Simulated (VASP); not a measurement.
Output of a VASP run:

OUTCAR:
```
 ion  position               nearest neighbor table
   1  0.000  0.000  0.000-
  LATTYP: Found a simple cubic cell.
 ALAT       =     3.3757400000
 Subroutine PRICEL returns:
 Original cell was already a primitive cell.
 Subroutine GETGRP returns: Found 48 space group operations
The static configuration has the point symmetry O_h .
The dynamic configuration has the point symmetry O_h .
The overall configuration has the point symmetry O_h .
 Subroutine INISYM returns: Found 48 space group operations
 Subroutine IBZKPT returns following result:
 Found     84 irreducible k-points:

 Following reciprocal coordinates:
            Coordinates               Weight
  0.000000  0.000000  0.000000      1.000000
  0.076923  0.000000  0.000000      6.000000
  0.153846  0.000000  0.000000      6.000000
  0.230769  0.000000  0.000000      6.000000
  0.307692  0.000000  0.000000      6.000000
  0.384615  0.000000  0.000000      6.000000
  0.461538  0.000000  0.000000      6.000000
  0.076923  0.076923  0.000000     12.000000
  0.153846  0.076923  0.000000     24.000000
  0.230769  0.076923  0.000000     24.000000
  0.307692  0.076923  0.000000     24.000000
  0.384615  0.076923  0.000000     24.000000
  0.461538  0.076923  0.000000     24.000000
  0.153846  0.153846  0.000000     12.000000
  0.230769  0.153846  0.000000     24.000000
  0.307692  0.153846  0.000000     24.000000
  0.384615  0.153846  0.000000     24.000000
  0.461538  0.153846  0.000000     24.000000
  0.230769  0.230769  0.000000     12.000000
  0.307692  0.230769  0.000000     24.000000
  0.384615  0.230769  0.000000     24.000000
  0.461538  0.230769  0.000000     24.000000
  0.307692  0.307692  0.000000     12.000000
  0.384615  0.307692  0.000000     24.000000
  0.461538  0.307692  0.000000     24.000000
  0.384615  0.384615  0.000000     12.000000
  0.461538  0.384615  0.000000     24.000000
  0.461538  0.461538  0.000000     12.000000
  0.076923  0.076923  0.076923      8.000000
  0.153846  0.076923  0.076923     24.000000
  0.230769  0.076923  0.076923     24.000000
  0.307692  0.076923  0.076923     24.000000
  0.384615  0.076923  0.076923     24.000000
  0.461538  0.076923  0.076923     24.000000
  0.153846  0.153846  0.076923     24.000000
  0.230769  0.153846  0.076923     48.000000
  0.307692  0.153846  0.076923     48.000000
  0.384615  0.153846  0.076923     48.000000
  0.461538  0.153846  0.076923     48.000000
  0.230769  0.230769  0.076923     24.000000
   k-points           NKPTS =     84   k-points in BZ     NKDIM =     84   number of bands    NBANDS=     11
   number of dos      NEDOS =    301   number of ions     NIONS =      1
   total plane-waves  NPLWV =   8000
   dimension x,y,z NGX =    20 NGY =   20 NGZ =   20
   dimension x,y,z NGXF=    40 NGYF=   40 NGZF=   40
   ions per type =               1
   PREC   = accura    normal or accurate (medium, high low for compatibility)
   ISTART =      0    job   : 0-new  1-cont  2-samecut
   ICHARG =      2    charge: 1-file 2-atom 10-const
   ISPIN  =      2    spin polarized calculation?
   LNONCOLLINEAR =      F non collinear calculations
   LSORBIT =      F    spin-orbit coupling
   INIWAV =      1    electr: 0-lowe 1-rand  2-diag
   ENCUT  =  300.0 eV  22.05 Ry    4.70 a.u.   4.77  4.77  4.77*2*pi/ulx,y,z
   NELM   =    100;   NELMIN=  2; NELMDL= -5     # of ELM steps
   EDIFF  = 0.1E-05   stopping-criterion for ELM
   LREAL  =      F    real-space projection
   NLSPLINE    = F    spline interpolate recip. space projectors
   LMAXMIX     =    6 max onsite mixed and CHGCAR
   VOSKOWN=      0    Vosko Wilk Nusair interpolation
   EDIFFG = 0.1E-04   stopping-criterion for IOM
   NSW    =      0    number of steps for IOM
   NBLOCK =      1;   KBLOCK =      1    inner block; outer block
   IBRION =     -1    ionic relax: 0-MD 1-quasi-New 2-CG
...
```

**OSZICAR**
```
       N       E                     dE             d eps       ncg     rms          rms(c)
DAV:   1     0.946393510334E+02    0.94639E+02   -0.34096E+03  3696   0.789E+02
DAV:   2     0.351798696449E+00   -0.94288E+02   -0.92018E+02  5248   0.178E+02
DAV:   3    -0.473962971096E+01   -0.50914E+01   -0.49632E+01  3972   0.569E+01
DAV:   4    -0.525306283042E+01   -0.51343E+00   -0.45801E+00  7252   0.127E+01
DAV:   5    -0.526563373338E+01   -0.12571E-01   -0.12352E-01  6209   0.222E+00    0.416E+00
DAV:   6    -0.589381306866E+01   -0.62818E+00   -0.71344E+00  6801   0.128E+01    0.112E+01
DAV:   7    -0.524811679191E+01    0.64570E+00   -0.39014E+00  6846   0.122E+01    0.179E+00
DAV:   8    -0.526456495020E+01   -0.16448E-01   -0.10666E-01  6241   0.170E+00    0.101E+00
DAV:   9    -0.527057756670E+01   -0.60126E-02   -0.23905E-02  6594   0.867E-01    0.270E-01
DAV:  10    -0.527321191663E+01   -0.26343E-02   -0.73819E-03  6523   0.414E-01    0.201E-01
DAV:  11    -0.527397327563E+01   -0.76136E-03   -0.29922E-03  6903   0.278E-01    0.130E-01
DAV:  12    -0.527403982826E+01   -0.66553E-04   -0.12092E-03  6316   0.170E-01    0.696E-02
DAV:  13    -0.527404648110E+01   -0.66528E-05   -0.28448E-04  6947   0.682E-02    0.371E-02
DAV:  14    -0.527405492477E+01   -0.84437E-05   -0.99631E-05  6033   0.202E-02    0.191E-02
DAV:  15    -0.527405866394E+01   -0.37392E-05   -0.59966E-05  6080   0.223E-02    0.818E-03
DAV:  16    -0.527406124284E+01   -0.25789E-05   -0.23071E-05  3499   0.621E-03    0.551E-03
DAV:  17    -0.527406247400E+01   -0.12312E-05   -0.14015E-05  3546   0.777E-03    0.132E-03
DAV:  18    -0.527406329730E+01   -0.82331E-06   -0.83483E-06  2931   0.297E-03
   1 F= -.52740633E+01 E0= -.51798216E+01  d E =-.188483E+00  mag=     1.7064
```

File OUTCAR:
```
------------------------ aborting loop because EDIFF is reached ----------------------------------------
  FORCE on cell =-STRESS in cart. coord.  units (eV):
  Direction    XX          YY          ZZ          XY          YZ          ZX
  --------------------------------------------------------------------------------------
  Total       -1.2898856     -1.2898856     -1.2898856      0.0000000      0.0000000     -0.0000000
  in kB      -53.7223240    -53.7223240    -53.7223240      0.0000000      0.0000000     -0.0000000
  external PRESSURE =     -53.7223240 kB  Pullay stress =       0.0000000 kB
  volume of cell :       38.47
      direct lattice vectors                 reciprocal lattice vectors
     3.375740000  0.000000000  0.000000000     0.296231345  0.000000000  0.000000000
     0.000000000  3.375740000  0.000000000     0.000000000  0.296231345  0.000000000
     0.000000000  0.000000000  3.375740000     0.000000000  0.000000000  0.296231345
 POSITION                                       TOTAL-FORCE (eV/Angst)
 -----------------------------------------------------------------------------------
      0.00000      0.00000      0.00000         0.000000      0.000000      0.000000
 -----------------------------------------------------------------------------------
    total drift:                               -0.000000     -0.000000     -0.000000
  FREE ENERGIE OF THE ION-ELECTRON SYSTEM (eV)
  ---------------------------------------------------
  free  energy   TOTEN  =        -5.2740632973 eV

  energy  without entropy=       -5.0855799878  energy(sigma->0) =       -5.17982164

 total charge

# of ion       s       p       d       f       tot
--------------------------------------------------
    1        2.041   5.611   0.964   1.084   9.700

 magnetization (x)

# of ion       s       p       d       f       tot
--------------------------------------------------
    1        0.019  -0.004   0.361   0.943   1.319
```
(Selected blocks of OUTCAR.)

**POSCAR**
```
Ce
1
    3.3757400000     0.0000000000     0.0000000000
    0.0000000000     3.3757400000     0.0000000000
    0.0000000000     0.0000000000     3.3757400000
Ce
1
Direct
  0.0000000000   0.0000000000   0.0000000000
```

Q: Reconstruct the remaining input files.

A: This is not unique; one that fits is the input of the run itself, PBE GGA, plane waves, VASP's PBE PAW potentials (set 64).

### INCAR
```
SYSTEM = Ce
PREC = Accurate
ENCUT = 300
EDIFF = 1E-6
NELM = 100
ALGO = Normal
LREAL = .FALSE.
LASPH = .TRUE.
ISMEAR = -1
SIGMA = 0.1
GGA = PE
LMAXMIX = 6
LWAVE = .FALSE.
LCHARG = .FALSE.
ISIF = 2
ISPIN = 2
MAGMOM = 1.0
LORBIT = 11
```

### KPOINTS
```
K-points
0
G
  13 13 13
```

POTCAR, in this order: Ce (PBE.64 set). Program: vasp_std.

At this cut-off the stress carries a Pulay error, which pulls relaxed volumes low.

The structure was generated: Ce was put into an ordered model structure, which need not be its known phase. The cell was not relaxed at this level. VASP warned that the highest band is occupied, so more bands are needed.
